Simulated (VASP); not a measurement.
```
CELL_PARAMETERS angstrom
      1.74448    -3.02153     0.00000
      1.74448     3.02153     0.00000
      0.00000     0.00000     5.47438
ATOMIC_POSITIONS crystal
  Pt 0.00000 0.00000 0.00000
  S  0.33333 0.66667 0.22084
  S  0.66667 0.33333 0.77916
```

Level of theory: SCAN meta-GGA, VASP's PBE PAW potentials (set 64) (plane waves; VASP 6.6.1). Numerical set-up: 520 eV cut-off, 7×7×4 Γ-centred mesh, Gaussian smearing of 0.050 eV, potentials Pt S.

**Question.** The ions and cell shape at fixed volume are relaxed. Predict the relaxed structure.

**Answer.** 
```
CELL_PARAMETERS angstrom
      1.76299    -3.05358     0.00000
      1.76299     3.05358     0.00000
      0.00000     0.00000     5.36007
ATOMIC_POSITIONS crystal
  Pt 0.00000 0.00000 0.00000
  S  0.33333 0.66667 0.22700
  S  0.66667 0.33333 0.77300
```
Space group P-3m1 (164), at a tolerance of 0.03 Å.

**Question.** How much energy does the relaxation gain?

**Answer.** The energy (σ→0) changes by -7.3 meV/atom, in 5 ionic steps.

The compound is PtS2 in the 1T layered structure. This cell is one point of a volume scan, at 0.97 of the reference volume. Symmetry was kept, so distortions that lower it aren't found.
